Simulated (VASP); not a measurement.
Given:

```
BN
1.0
    2.50164     0.00000     0.00000
   -1.25082     2.16648     0.00000
    0.00000     0.00000     7.36932
B N
2 2
Direct
  0.64933   0.30444   0.74935
  0.35705   0.68798   0.25135
  0.00635   0.00965   0.74805
  0.98727   0.99793   0.25125
```

These are PBEsol GGA, VASP's PBE PAW potentials (set 64) (plane waves; VASP 6.6.1) values and carry that method's errors. Numerical set-up: 400 eV cut-off, 15×15×5 Γ-centred mesh, Gaussian smearing of 0.010 eV, potentials B N.

### Question
Estimate the energy per atom (σ→0).

### Answer

```yaml
energy per atom (σ→0): -9.063 eV/atom
```

The structure comes from a computed database's BN entry; how it stands against other phases isn't given here. The cell was not relaxed at this level, atoms are displaced from their ideal sites.
